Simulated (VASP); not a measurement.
Input for VASP

File KPOINTS:
```
Automatic
0
G
 11 11 9
```

File POSCAR:
```
MgB2
1.0
  1.5710800589  -2.7211899815   0.0000000000
  1.5710800589   2.7211899815   0.0000000000
  0.0000000000   0.0000000000   3.5734696394
Mg B
1 2
Cartesian
  3.1421601178   0.0000000000   0.0000000000
  1.5710800589   0.9070651413   1.7867348197
  1.5710800589  -0.9070651413   1.7867348197
```

### INCAR
```
! general
SYSTEM=MgB2
PREC  =Accurate
ENCUT =520   ! plane-wave cut-off (eV)
LREAL =.FALSE.   ! projection in real space or not
LASPH =.TRUE.   ! aspherical one-centre terms

! electronic loop
EDIFF =1E-7   ! SCF stop (eV)
NELM  =100
ALGO  =Normal   ! blocked Davidson

! smearing
ISMEAR=1
SIGMA =0.1   ! width (eV)

! functional
GGA   =91

! ions
IBRION=2   ! conjugate gradients
NSW   =30   ! most ionic steps
ISIF  =4   ! ions and shape, fixed volume
EDIFFG=-0.01   ! ionic stop

! output
LWAVE =.FALSE.
LCHARG=.FALSE.
```

POTCAR, in this order: Mg B (PBE.64 set). Program: vasp_std.

Write an equivalent input for Quantum ESPRESSO's pw.x.

One equivalent input (not run):
```
&CONTROL
  calculation = 'vc-relax'
  pseudo_dir = './pseudo'
  outdir = './out'
  tprnfor = .true.
  tstress = .true.
  nstep = 30
  forc_conv_thr = 0.00039
/
&SYSTEM
  ibrav = 0
  nat = 3
  ntyp = 2
  ecutwfc = 84
  occupations = 'smearing'
  smearing = 'methfessel-paxton'
  degauss = 0.00735
  input_dft = 'pw91'
/
&ELECTRONS
  conv_thr = 7.3e-09
  electron_maxstep = 100
/
&IONS
/
&CELL
  cell_dofree = 'shape'
/
ATOMIC_SPECIES
  Mg 24.305 Mg.upf
  B 10.810 B.upf
CELL_PARAMETERS angstrom
     1.5710801   -2.7211900    0.0000000
     1.5710801    2.7211900    0.0000000
     0.0000000    0.0000000    3.5734696
ATOMIC_POSITIONS crystal
  Mg   1.0000000  1.0000000  0.0000000
  B    0.3333330  0.6666670  0.5000000
  B    0.6666670  0.3333330  0.5000000
K_POINTS automatic
  11 11 9 0 0 0
```
Limits of the translation: the potentials are each code's own (VASP's PAW set, PseudoDojo norm-conserving files in pw.x), so ENCUT and ecutwfc are chosen apart and not converted; conv_thr bounds pw.x's estimated SCF error, while EDIFF bounds the energy change between steps; forc_conv_thr acts on force components and is met together with etot_conv_thr.

The compound is MgB2 in the AlB2 type structure. This cell is one point of a volume scan, at 1.06 of the reference volume. Symmetry was kept, so distortions that lower it aren't found.
